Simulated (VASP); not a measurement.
An input for Ansatz (written as the equivalent of a VASP run, and not itself run):

Ansatz 0.2 input:
```yaml
crystal:
  lattice:
    - [3.6078955, 0.0000000, 0.0000000]
    - [-1.8039478, 3.1245292, 0.0000000]
    - [0.0000000, 0.0000000, 4.2909115]
  atoms:
    - { symbol: Ti, position: [0.3333330, 0.6666670, 0.9402594] }
    - { symbol: Ti, position: [0.6666670, 0.3333330, 0.4402594] }
    - { symbol: C, position: [0.3333330, 0.6666670, 0.4347406] }
    - { symbol: C, position: [0.6666670, 0.3333330, 0.9347406] }
kpoints:
  mp_grid: { grid: [9, 9, 7] }
hamiltonian:
  xc: r2scan
  pseudopotentials: { kind: paw }
scf:
  occupations: { method: methfessel_paxton, width: 0.1 }
  max_iter: 100
relax:
  max_steps: 60
  f_tol: 0.02
  cell: {}
output: { forces: true, stress: true, eigenvalues: true }
```

Translate this input to VASP (INCAR, KPOINTS, POSCAR, choice of POTCAR).

One answer among several that fit: 
File KPOINTS:
```
Automatic mesh
0
Gamma
9 9 7
0 0 0
```

### INCAR
```
ALGO  =  Normal
EDIFF  =  1E-6
EDIFFG  =  -0.02
ENCUT  =  520
IBRION  =  2
ISIF  =  3
ISMEAR  =  1
LASPH  =  .TRUE.
LCHARG  =  .FALSE.
LMAXMIX  =  4
LMIXTAU  =  .TRUE.
LREAL  =  .FALSE.
LWAVE  =  .FALSE.
METAGGA  =  R2SCAN
NELM  =  100
NSW  =  60
PREC  =  Accurate
SIGMA  =  0.1
SYSTEM  =  TiC
```

**POSCAR**
```
TiC
1.0
  3.6078955188   0.0000000000   0.0000000000
 -1.8039477595   3.1245291854   0.0000000000
  0.0000000000   0.0000000000   4.2909114944
Ti C
2 2
Cart
 -0.0000018040   2.0830204984   4.0345697651
  1.8039495633   1.0415086870   1.8891140179
 -0.0000018040   2.0830204984   1.8654335397
  1.8039495633   1.0415086870   4.0108892869
```

POTCAR, in this order: Ti_sv C (PBE.64 set). Program: vasp_std.

What does not carry over: each code has its own PAW files, so the cut-off isn't converted (ENCUT is set for VASP's; basis.ecutwfc is left out, and Ansatz then takes the one that its files recommend); Ansatz stops its SCF on the density residual and VASP on the energy change (EDIFF).

The structure was generated: TiC was put into the wurtzite type (P6_3mc), which need not be its known phase. It was relaxed first, which changed the volume by -40 %. The start is the result of an earlier pass.
